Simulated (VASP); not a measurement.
VASP input:

### POSCAR
```
Ru
1.0
  2.7078300000   0.0000000000   0.0000000000
 -1.3539150000   2.3450500000   0.0000000000
  0.0000000000   0.0000000000   4.2681000000
Ru
2
Cart
 -0.0000013539   1.5633674483   1.0670250000
  1.3539163539   0.7816825517   3.2010750000
```

**INCAR**
```
ALGO = Normal
EDIFF = 1E-6
EDIFFG = -0.01
ENCUT = 400
IBRION = 2
ISIF = 3
ISMEAR = 1
LASPH = .True.
LCHARG = .False.
LMAXMIX = 4
LREAL = .False.
LWAVE = .False.
NELM = 100
NSW = 60
PREC = Accurate
SIGMA = 0.1
SYSTEM = Ru
```

### KPOINTS
```
Automatic mesh
0
Gamma
14 14 8
0 0 0
```

POTCAR, in this order: Ru_pv (LDA.64 set). Program: vasp_std.

### Question
Write an equivalent input for Ansatz.

### Answer
One equivalent input (not run):
Ansatz 0.2 input:
```yaml
crystal:
  lattice:
    - [2.7078300, 0.0000000, 0.0000000]
    - [-1.3539150, 2.3450500, 0.0000000]
    - [0.0000000, 0.0000000, 4.2681000]
  atoms:
    - { symbol: Ru, position: [0.3333330, 0.6666670, 0.2500000] }
    - { symbol: Ru, position: [0.6666670, 0.3333330, 0.7500000] }
kpoints:
  mp_grid: { grid: [14, 14, 8] }
hamiltonian:
  xc: lda
  pseudopotentials: { kind: paw }
scf:
  occupations: { method: methfessel_paxton, width: 0.1 }
  max_iter: 100
relax:
  max_steps: 60
  f_tol: 0.01
  cell: {}
output: { forces: true, stress: true, eigenvalues: true }
```
Limits of the translation: each code has its own PAW files, so the cut-off isn't converted (ENCUT is set for VASP's; basis.ecutwfc is left out, and Ansatz then takes the one that its files recommend); Ansatz stops its SCF on the density residual and VASP on the energy change (EDIFF); Ansatz's lda is the Perdew-Wang form, while the LDA potentials of VASP carry Perdew-Zunger's.

The structure comes from a computed database's Ru entry (P6_3/mmc); how it stands against other phases isn't given here. This run relaxes it. Symmetry was kept, so distortions that lower it aren't found.
